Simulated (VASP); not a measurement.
Set up this calculation in VASP 6.6.1, as the native input.

```
Task                   : single point
Functional             : PBEsol
Potentials or basis    : VASP PAW PBE potentials, release 64 (Ba_sv, Y_sv)
Cutoff                 : 520 eV
k mesh                 : 4 × 4 × 4
Occupations            : gaussian, width 0.05 eV
Spin                   : no spin polarisation
Further INCAR settings : ALGO = Normal; EDIFF = 1e-06
```

The structure of Ba3Y lies in POSCAR:

```
Ba3Y
1.0
    8.4442178688      0.0000000000      0.0000000000
   -4.2221089344      7.3129071894      0.0000000000
    0.0000000000      0.0000000000      6.7361720000
Ba Y
6 2
Cartesian
    0.0000000000      2.5173074891      1.6840430000
   -2.0420566997      6.0542534448      1.6840430000
    2.0420566997      6.0542534448      1.6840430000
    4.2221089344      4.7955997003      5.0521290000
    6.2641656341      1.2586537446      5.0521290000
    2.1800522347      1.2586537446      5.0521290000
   -0.0000000004      4.8752714598      5.0521290000
    4.2221089348      2.4376357296      1.6840430000
```

The cell comes from a database or a generator and needn't be the stable form of this composition.

One way to write it, as run:

INCAR

```
SYSTEM = Ba3Y
ALGO = Normal
EDIFF = 1E-6
ENCUT = 520
GGA = PS
ISIF = 2
ISMEAR = 0
LASPH = .TRUE.
LCHARG = .TRUE.
LELF = .TRUE.
LREAL = .FALSE.
LVHAR = .TRUE.
LWAVE = .FALSE.
NELM = 100
PREC = Accurate
SIGMA = 0.05
```

KPOINTS

```
k-points
0
G
  4 4 4
  0 0 0
```

Potentials or basis: VASP PAW PBE potentials, release 64 (Ba_sv, Y_sv).

Run with:

```console
$ cat potpaw_PBE.64/Ba_sv/POTCAR potpaw_PBE.64/Y_sv/POTCAR > POTCAR
$ mpirun -np 1 vasp_std > vasp.out
```

Results of the run:

```yaml
Pressure: -1.0 GPa
Band_gap_on_the_k_mesh: none (metal or under the smearing width)
```

Caveat: the PAW data sets were made with another functional, which shifts forces and pressure a little.

Run time: 7.4 min on 1 thread of Intel(R) Xeon(R) Platinum 8488C (Sapphire Rapids) (shared host), peak memory 0.54 GiB.
